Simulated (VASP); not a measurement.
**Sr5Mg (space group P-62m): computed properties**

Computed with PBEsol GGA, VASP's PBE PAW potentials (set 64) (plane waves; VASP).

- space group: P-62m (189)
- cell: a = 6.976 Å, b = 6.976 Å, c = 6.532 Å, α = 90.00°, β = 90.00°, γ = 120.00°
- volume per atom: 45.89 Å³/atom
- band gap (over mesh and band path): none (metal, semimetal or under 0.01 eV)
- density: 2.79 g/cm³

```
CELL_PARAMETERS angstrom
      6.97648     0.00000     0.00000
     -3.48824     6.04181     0.00000
      0.00000     0.00000     6.53173
ATOMIC_POSITIONS crystal
  Sr 0.68138 0.00000 0.00000
  Sr 0.31862 0.31862 0.00000
  Sr 0.00000 0.68138 0.00000
  Sr 0.33333 0.66667 0.50000
  Sr 0.66667 0.33333 0.50000
  Mg 0.00000 0.00000 0.50000
```

The structure comes from a computed database's Sr5Mg entry (P-62m); how it stands against other phases isn't given here. It was relaxed first, which changed the volume by -5 %. Symmetry was kept, so distortions that lower it aren't found.
